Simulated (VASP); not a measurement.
# GW on AlN, part 4 of 7

Aim: the quasiparticle gap of AlN, and what it costs to get it. The cell is of the zinc-blende type, one of the forms listed for this formula. The start is a computed cell from the Materials Project.

VASP 6.6.1, plane waves and PAW; the level of theory is named at each step.

So far, quasiparticle gap on the mesh (eV): step 4 (evGW0) 5.06. Also gap on the k-mesh (eV): step 3 (empty bands, functional LDA) 3.22.

## (5) evGW

This step: evGW on LDA; plane waves and PAW (Al_GW, N_GW) (VASP 6.6.1).

The levels are updated in both G and W; wider gaps weaken the screening and open the gap further.

INCAR

```
SYSTEM = AlN
PREC = Accurate
ENCUT = 450
ISMEAR = 0
SIGMA = 0.01
LREAL = .FALSE.
GGA = CA
NBANDS = 116
ALGO = EVGW
NELMGW = 4
ENCUTGW = 180
NOMEGA = 48
PRECFOCK = Fast
NBANDSGW = 12
LWAVE = .FALSE.
LCHARG = .FALSE.
```

POSCAR

```
AlN
1.0
    0.0000000000      2.1839935596      2.1839935596
    2.1839935596      0.0000000000      2.1839935596
    2.1839935596      2.1839935596      0.0000000000
Al N
1 1
Direct
    0.0000000000      0.0000000000      0.0000000000
    0.2500000000      0.2500000000      0.2500000000
```

KPOINTS

```
Automatic mesh
0
Gamma
6 6 6
0 0 0
```

The projector-augmented-wave data sets are Al_GW and N_GW (LDA family, release 64).

Started as:

```
mpirun -np 4 vasp_std
```

The program printed:

```text
[banner, memory and clock lines left out]
running    4 mpi-ranks, on    1 nodes
 distrk:  each k-point on    4 cores,    1 groups
 distr:  one band on    1 cores,    4 groups

 POSCAR found type information on POSCAR AlN
 POSCAR found :  2 types and       2 ions
 [... a notice as in an earlier step ...]

 LDA part: xc-table for (Slater(with rela. corr.)+CA(PZ))
 , standard interpolation
 found WAVECAR, reading the header
 POSCAR, INCAR and KPOINTS ok, starting setup
 FFT: planning ... GRIDC
 FFT: planning ... GRID_SOFT
 FFT: planning ... GRID
 reading WAVECAR
 the WAVECAR file was read successfully
 initial charge from wavefunction
 available memory per node:     65.55 GB, setting MAXMEM to     67127

 The Fermi energy was updated, please check that it is located mid-gap
 values below the HOMO (VB) or above the LUMO (CB) will cause erroneous energies
 E-fermi :   6.4519

 calculate exact exchange contribution
 the WAVEDER file was read successfully
energies w=
    0.000    0.000    0.723    0.000    1.444    0.000    2.159    0.000
    2.865    0.000    3.562    0.000    4.247    0.000    4.920    0.000
    5.580    0.000    6.229    0.000    6.865    0.000    7.491    0.000
    8.109    0.000    8.719    0.000    9.323    0.000    9.924    0.000
   10.524    0.000   11.125    0.000   11.730    0.000   12.342    0.000
   12.964    0.000   13.599    0.000   14.250    0.000   14.923    0.000
   15.622    0.000   16.351    0.000   17.118    0.000   17.929    0.000
   18.793    0.000   19.722    0.000   20.725    0.000   21.819    0.000
   23.023    0.000   24.360    0.000   25.861    0.000   27.565    0.000
   29.523    0.000   31.805    0.000   34.506    0.000   37.762    0.000
   41.772    0.000   46.837    0.000   53.439    0.000   62.400    0.000
   75.242    0.000   95.136    0.000  129.969    0.000  206.296    0.000
 responsefunction array rank=     128
 LDA part: xc-table for (Slater(with rela. corr.)+CA(PZ))
 , standard interpolation

 min. memory requirement per mpi rank    159.7 MB, per node    638.8 MB

 allocating  12 responsefunctions rank=   128
 shmem allocating  48 responsefunctions rank=   128
 response function shared by NCSHMEM nodes    1
 Doing           12  frequencies on each core in blocks of           48
NQ=   1    0.0000    0.0000    0.0000,
|.........|.........|.........|.........|.........|.........|.........|.........
 performed        238000 updates of chi_q(r,r)
 total number of BLAS operations         24.32 Gflops
NQ=   2    0.1667    0.0000    0.0000,
|.........|.........|.........|.........|.........|.........|.........|.........
 performed        665000 updates of chi_q(r,r)
 total number of BLAS operations         75.21 Gflops
NQ=   3    0.3333    0.0000    0.0000,
|.........|.........|.........|.........|.........|.........|.........|.........
 performed       1092000 updates of chi_q(r,r)
 total number of BLAS operations        122.02 Gflops
NQ=   4    0.5000    0.0000    0.0000,
|.........|.........|.........|.........|.........|.........|.........|.........
 performed       1452000 updates of chi_q(r,r)
 total number of BLAS operations        163.55 Gflops
NQ=   5    0.1667    0.1667    0.0000,
|.........|.........|.........|.........|.........|.........|.........|.........
 performed       1879000 updates of chi_q(r,r)
 total number of BLAS operations        216.98 Gflops
NQ=   6    0.3333    0.1667    0.0000,
|.........|.........|.........|.........|.........|.........|.........|.........
 performed       2545000 updates of chi_q(r,r)
 total number of BLAS operations        287.53 Gflops
NQ=   7    0.5000    0.1667    0.0000,
|.........|.........|.........|.........|.........|.........|.........|.........
 performed       3211000 updates of chi_q(r,r)
 total number of BLAS operations        358.08 Gflops
NQ=   8   -0.3333    0.1667    0.0000,
|.........|.........|.........|.........|.........|.........|.........|.........
 performed       3877000 updates of chi_q(r,r)
 total number of BLAS operations        428.63 Gflops
NQ=   9   -0.1667    0.1667    0.0000,
|.........|.........|.........|.........|.........|.........|.........|.........
 performed       4454000 updates of chi_q(r,r)
 total number of BLAS operations        485.57 Gflops
NQ=  10    0.3333    0.3333    0.0000,
|.........|.........|.........|.........|.........|.........|.........|.........
 performed       4881000 updates of chi_q(r,r)
 total number of BLAS operations        529.23 Gflops
NQ=  11    0.5000    0.3333    0.0000,
|.........|.........|.........|.........|.........|.........|.........|.........
 performed       5547000 updates of chi_q(r,r)
 total number of BLAS operations        598.56 Gflops
NQ=  12   -0.3333    0.3333    0.0000,
|.........|.........|.........|.........|.........|.........|.........|.........
 performed       6124000 updates of chi_q(r,r)
 total number of BLAS operations        660.75 Gflops
NQ=  13    0.5000    0.5000    0.0000,
|.........|.........|.........|.........|.........|.........|.........|.........
 performed       6445000 updates of chi_q(r,r)
 total number of BLAS operations        695.37 Gflops
NQ=  14    0.5000    0.3333    0.1667,
|.........|.........|.........|.........|.........|.........|.........|.........
 performed       7195000 updates of chi_q(r,r)
 total number of BLAS operations        768.00 Gflops
NQ=  15   -0.3333    0.3333    0.1667,
|.........|.........|.........|.........|.........|.........|.........|.........
 performed       7900000 updates of chi_q(r,r)
 total number of BLAS operations        838.83 Gflops
NQ=  16   -0.3333    0.5000    0.1667,
|.........|.........|.........|.........|.........|.........|.........|.........
 performed       8480000 updates of chi_q(r,r)
 total number of BLAS operations        897.08 Gflops
 resolving degeneracies of screened two electron integrals

 calculate QP shifts <psi_nk| G(iteration)W_0 |psi_nk>: iteration 1
 allocating  12 responsefunctions rank=   128
 shmem allocating  48 responsefunctions rank=   128
 response function shared by NCSHMEM nodes    1
 Doing           12  frequencies on each core in blocks of           48
NQ=   1    0.0000    0.0000    0.0000,
|.........|.........|.........|.........|.........|.........|.........|.........
 performed        238000 updates of chi_q(r,r)
 total number of BLAS operations         24.32 Gflops
NQ=   2    0.1667    0.0000    0.0000,
|.........|.........|.........|.........|.........|.........|.........|.........
 performed        665000 updates of chi_q(r,r)
 total number of BLAS operations         75.21 Gflops
NQ=   3    0.3333    0.0000    0.0000,
|.........|.........|.........|.........|.........|.........|.........|.........
[...]
total number of BLAS operations        838.83 Gflops
NQ=  16   -0.3333    0.5000    0.1667,
|.........|.........|.........|.........|.........|.........|.........|.........
 performed       8480000 updates of chi_q(r,r)
 total number of BLAS operations        897.08 Gflops
 resolving degeneracies of screened two electron integrals

 calculate QP shifts <psi_nk| G(iteration)W_0 |psi_nk>: iteration 2
 allocating  12 responsefunctions rank=   128
 shmem allocating  48 responsefunctions rank=   128
 response function shared by NCSHMEM nodes    1
 Doing           12  frequencies on each core in blocks of           48
NQ=   1    0.0000    0.0000    0.0000,
|.........|.........|.........|.........|.........|.........|.........|.........
 performed        238000 updates of chi_q(r,r)
 total number of BLAS operations         24.32 Gflops
NQ=   2    0.1667    0.0000    0.0000,
|.........|.........|.........|.........|.........|.........|.........|.........
 performed        665000 updates of chi_q(r,r)
 total number of BLAS operations         75.21 Gflops
NQ=   3    0.3333    0.0000    0.0000,
|.........|.........|.........|.........|.........|.........|.........|.........
 performed       1092000 updates of chi_q(r,r)
 total number of BLAS operations        122.02 Gflops
NQ=   4    0.5000    0.0000    0.0000,
|.........|.........|.........|.........|.........|.........|.........|.........
 performed       1452000 updates of chi_q(r,r)
 total number of BLAS operations        163.55 Gflops
NQ=   5    0.1667    0.1667    0.0000,
|.........|.........|.........|.........|.........|.........|.........|.........
 performed       1879000 updates of chi_q(r,r)
 total number of BLAS operations        216.98 Gflops
NQ=   6    0.3333    0.1667    0.0000,
|.........|.........|.........|.........|.........|.........|.........|.........
 performed       2545000 updates of chi_q(r,r)
 total number of BLAS operations        287.53 Gflops
NQ=   7    0.5000    0.1667    0.0000,
|.........|.........|.........|.........|.........|.........|.........|.........
 performed       3211000 updates of chi_q(r,r)
 total number of BLAS operations        358.08 Gflops
NQ=   8   -0.3333    0.1667    0.0000,
|.........|.........|.........|.........|.........|.........|.........|.........
 performed       3877000 updates of chi_q(r,r)
 total number of BLAS operations        428.63 Gflops
NQ=   9   -0.1667    0.1667    0.0000,
|.........|.........|.........|.........|.........|.........|.........|.........
 performed       4454000 updates of chi_q(r,r)
 total number of BLAS operations        485.57 Gflops
NQ=  10    0.3333    0.3333    0.0000,
|.........|.........|.........|.........|.........|.........|.........|.........
 performed       4881000 updates of chi_q(r,r)
 total number of BLAS operations        529.23 Gflops
NQ=  11    0.5000    0.3333    0.0000,
|.........|.........|.........|.........|.........|.........|.........|.........
 performed       5547000 updates of chi_q(r,r)
 total number of BLAS operations        598.56 Gflops
NQ=  12   -0.3333    0.3333    0.0000,
|.........|.........|.........|.........|.........|.........|.........|.........
 performed       6124000 updates of chi_q(r,r)
 total number of BLAS operations        660.75 Gflops
NQ=  13    0.5000    0.5000    0.0000,
|.........|.........|.........|.........|.........|.........|.........|.........
 performed       6445000 updates of chi_q(r,r)
 total number of BLAS operations        695.37 Gflops
NQ=  14    0.5000    0.3333    0.1667,
|.........|.........|.........|.........|.........|.........|.........|.........
 performed       7195000 updates of chi_q(r,r)
 total number of BLAS operations        768.00 Gflops
NQ=  15   -0.3333    0.3333    0.1667,
|.........|.........|.........|.........|.........|.........|.........|.........
 performed       7900000 updates of chi_q(r,r)
 total number of BLAS operations        838.83 Gflops
NQ=  16   -0.3333    0.5000    0.1667,
|.........|.........|.........|.........|.........|.........|.........|.........
 performed       8480000 updates of chi_q(r,r)
 total number of BLAS operations        897.08 Gflops
 resolving degeneracies of screened two electron integrals

 calculate QP shifts <psi_nk| G(iteration)W_0 |psi_nk>: iteration 3
 allocating  12 responsefunctions rank=   128
 shmem allocating  48 responsefunctions rank=   128
 response function shared by NCSHMEM nodes    1
 Doing           12  frequencies on each core in blocks of           48
NQ=   1    0.0000    0.0000    0.0000,
|.........|.........|.........|.........|.........|.........|.........|.........
 performed        238000 updates of chi_q(r,r)
 total number of BLAS operations         24.32 Gflops
NQ=   2    0.1667    0.0000    0.0000,
|.........|.........|.........|.........|.........|.........|.........|.........
 performed        665000 updates of chi_q(r,r)
 total number of BLAS operations         75.21 Gflops
NQ=   3    0.3333    0.0000    0.0000,
|.........|.........|.........|.........|.........|.........|.........|.........
 performed       1092000 updates of chi_q(r,r)
 total number of BLAS operations        122.02 Gflops
NQ=   4    0.5000    0.0000    0.0000,
|.........|.........|.........|.........|.........|.........|.........|.........
 performed       1452000 updates of chi_q(r,r)
 total number of BLAS operations        163.55 Gflops
NQ=   5    0.1667    0.1667    0.0000,
|.........|.........|.........|.........|.........|.........|.........|.........
 performed       1879000 updates of chi_q(r,r)
 total number of BLAS operations        216.98 Gflops
NQ=   6    0.3333    0.1667    0.0000,
|.........|.........|.........|.........|.........|.........|.........|.........
 performed       2545000 updates of chi_q(r,r)
 total number of BLAS operations        287.53 Gflops
NQ=   7    0.5000    0.1667    0.0000,
|.........|.........|.........|.........|.........|.........|.........|.........
 performed       3211000 updates of chi_q(r,r)
 total number of BLAS operations        358.08 Gflops
NQ=   8   -0.3333    0.1667    0.0000,
|.........|.........|.........|.........|.........|.........|.........|.........
 performed       3877000 updates of chi_q(r,r)
 total number of BLAS operations        428.63 Gflops
NQ=   9   -0.1667    0.1667    0.0000,
|.........|.........|.........|.........|.........|.........|.........|.........
 performed       4454000 updates of chi_q(r,r)
 total number of BLAS operations        485.57 Gflops
NQ=  10    0.3333    0.3333    0.0000,
|.........|.........|.........|.........|.........|.........|.........|.........
 performed       4881000 updates of chi_q(r,r)
 total number of BLAS operations        529.23 Gflops
NQ=  11    0.5000    0.3333    0.0000,
|.........|.........|.........|.........|.........|.........|.........|.........
 performed       5547000 updates of chi_q(r,r)
 total number of BLAS operations        598.56 Gflops
NQ=  12   -0.3333    0.3333    0.0000,
|.........|.........|.........|.........|.........|.........|.........|.........
 performed       6124000 updates of chi_q(r,r)
 total number of BLAS operations        660.75 Gflops
NQ=  13    0.5000    0.5000    0.0000,
|.........|.........|.........|.........|.........|.........|.........|.........
 performed       6445000 updates of chi_q(r,r)
 total number of BLAS operations        695.37 Gflops
NQ=  14    0.5000    0.3333    0.1667,
|.........|.........|.........|.........|.........|.........|.........|.........
 performed       7195000 updates of chi_q(r,r)
 total number of BLAS operations        768.00 Gflops
NQ=  15   -0.3333    0.3333    0.1667,
|.........|.........|.........|.........|.........|.........|.........|.........
 performed       7900000 updates of chi_q(r,r)
 total number of BLAS operations        838.83 Gflops
NQ=  16   -0.3333    0.5000    0.1667,
|.........|.........|.........|.........|.........|.........|.........|.........
 performed       8480000 updates of chi_q(r,r)
 total number of BLAS operations        897.08 Gflops
 resolving degeneracies of screened two electron integrals

 calculate QP shifts <psi_nk| G(iteration)W_0 |psi_nk>: iteration 4
 entering main loop
```

It took 4.3 min on 4 MPI ranks of AMD EPYC 9R45, shared host; peak memory 0.79 GiB.

From OUTCAR (step 5):

```text
   NELECT =       8.0000    total number of electrons

 E-fermi :   6.4519

 QP shifts <psi_nk| G(iteration)W_0 |psi_nk>: iteration 2
 k-point   1 :       0.0000    0.0000    0.0000
  band No. old QP-enery  QP-energies   sigma(KS)   T+V_ion+V_H  V^pw_x(r,r')   Z            occupation Imag(sigma)
      1     -11.5324     -12.2148     -17.1314       4.6884     -24.5690       0.7494       2.0000       1.0207
      2       4.0266       3.7228     -18.0868      21.7342     -20.7153       0.8012       2.0000       0.0614
      3       4.0266       3.7228     -18.0868      21.7342     -20.7153       0.8012       2.0000       0.0614
      4       4.0266       3.7228     -18.0868      21.7342     -20.7153       0.8012       2.0000       0.0614
      5       9.8663      10.1026     -11.7038      21.8541      -7.9569       0.8322       0.0000      -0.0519
      6      18.4545      18.8597      -8.9886      27.9351      -4.0576       0.8234       0.0000      -0.0919
      7      18.4545      18.8597      -8.9886      27.9351      -4.0576       0.8234       0.0000      -0.0919
      8      18.4545      18.8597      -8.9886      27.9351      -4.0576       0.8234       0.0000      -0.0919
    ...

 k-point   2 :       0.1667    0.0000    0.0000
  band No. old QP-enery  QP-energies   sigma(KS)   T+V_ion+V_H  V^pw_x(r,r')   Z            occupation Imag(sigma)
      1     -11.0994     -11.7929     -17.3143       5.2871     -24.6720       0.7474       2.0000       0.9555
      2       2.0374       1.6822     -16.7235      18.3138     -19.5565       0.7946       2.0000       0.0631
      3       3.8764       3.5678     -18.0039      21.4953     -20.6621       0.8014       2.0000       0.0607
      4       3.8764       3.5678     -18.0039      21.4953     -20.6621       0.8014       2.0000       0.0607
      5      11.3720      11.6367     -12.2884      23.9821      -8.3700       0.8228       0.0000      -0.0521
      6      17.5394      17.9413      -9.6578      27.6879      -4.7476       0.8191       0.0000      -0.0925
      7      18.6078      19.0221      -9.0508      28.1647      -4.0251       0.8185       0.0000      -0.1031
      8      18.6078      19.0221      -9.0508      28.1647      -4.0251       0.8185       0.0000      -0.1031
    ...

 QP shifts <psi_nk| G(iteration)W_0 |psi_nk>: iteration 3
 k-point   1 :       0.0000    0.0000    0.0000
  band No. old QP-enery  QP-energies   sigma(KS)   T+V_ion+V_H  V^pw_x(r,r')   Z            occupation Imag(sigma)
      1     -12.2148     -12.4705     -17.2406       4.6884     -24.5690       0.7579       2.0000       0.9435
      2       3.7228       3.6238     -18.1337      21.7342     -20.7153       0.8096       2.0000       0.0533
      3       3.7228       3.6238     -18.1337      21.7342     -20.7153       0.8096       2.0000       0.0533
      4       3.7228       3.6238     -18.1337      21.7342     -20.7153       0.8096       2.0000       0.0533
      5      10.1026      10.1705     -11.6706      21.8541      -7.9569       0.8392       0.0000      -0.0467
      6      18.8597      18.9830      -8.9271      27.9351      -4.0576       0.8313       0.0000      -0.0846
      7      18.8597      18.9830      -8.9271      27.9351      -4.0576       0.8313       0.0000      -0.0846
      8      18.8597      18.9830      -8.9271      27.9351      -4.0576       0.8313       0.0000      -0.0846
    ...

 QP shifts <psi_nk| G(iteration)W_0 |psi_nk>: iteration 4
 k-point   1 :       0.0000    0.0000    0.0000
  band No. old QP-enery  QP-energies   sigma(KS)   T+V_ion+V_H  V^pw_x(r,r')   Z            occupation Imag(sigma)
      1     -12.4705     -12.5577     -17.2732       4.6884     -24.5690       0.7629       2.0000       0.9260
      2       3.6238       3.5924     -18.1491      21.7342     -20.7153       0.8123       2.0000       0.0513
      3       3.6238       3.5924     -18.1491      21.7342     -20.7153       0.8123       2.0000       0.0513
      4       3.6238       3.5924     -18.1491      21.7342     -20.7153       0.8123       2.0000       0.0513
      5      10.1705      10.1907     -11.6596      21.8541      -7.9569       0.8410       0.0000      -0.0456
      6      18.9830      19.0201      -8.9076      27.9351      -4.0576       0.8338       0.0000      -0.0826
      7      18.9830      19.0201      -8.9076      27.9351      -4.0576       0.8338       0.0000      -0.0826
      8      18.9830      19.0201      -8.9076      27.9351      -4.0576       0.8338       0.0000      -0.0826
    ...

[... 16 parts as in an earlier step ...]

[... 22 further parts left out ...]
```

This step gave:

| Property | Result |
| --- | --- |
| quasiparticle gap on the mesh | 5.504 eV |
| smallest direct quasiparticle gap on the mesh | 6.598 eV |

QP gap by iteration, by row:

```
iteration  gap (eV)  direct gap (eV)
        1     4.761             5.84
        2     5.287             6.38
        3     5.453            6.547
        4     5.504            6.598
```

GW takes the gap from 3.221 to 5.504 eV. That is +445 meV against evGW0 on LDA. The last pass still moved it by +51 meV. The value holds for 116 bands, ENCUTGW = 180 eV and this mesh, and isn't shown to be converged in them.

(Part 4 of 7 ends here.)

[Lines on the potential files, build, host, timing and source positions are cut from VASP's logs without a mark.]

[Logs are printed without paths, hosts, clocks, repeated set-up lines and the standing remarks that a program may print on its own settings, such as how far it seeks lower states.]

[Hosts, paths, dates, database ids (printed as entryN), source tags and the programs' standing remarks are cut or masked in the printed files.]

[Pressures printed for these runs are not shown converged in the cutoff: they can be off by several GPa and have the wrong sign.]
